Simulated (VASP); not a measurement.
# ZrS (relaxed from the rock salt structure, space group Fm-3m): computed properties

Computed with PBEsol GGA, VASP's PBE PAW potentials (set 64) (plane waves; VASP).

For ZrS, the space group is Fm-3m (225) and the cell is a = 5.169 Å, b = 5.169 Å, c = 5.169 Å, α = 90.00°, β = 90.00°, γ = 90.00°. The volume per atom is 17.26 Å^3/atom and the band gap (over mesh and band path) is none (metal, semimetal or under 0.01 eV). The density is 5.93 g/cm³.

```
CELL_PARAMETERS angstrom
      0.00000     2.58437     2.58437
      2.58437     0.00000     2.58437
      2.58437     2.58437     0.00000
ATOMIC_POSITIONS crystal
  Zr 0.00000 0.00000 0.00000
  S  0.50000 0.50000 0.50000
```

The structure was generated: ZrS was put into the rock salt type (Fm-3m), which need not be its known phase. It was relaxed first, which changed the volume by -38 %. Symmetry was kept, so distortions that lower it aren't found.
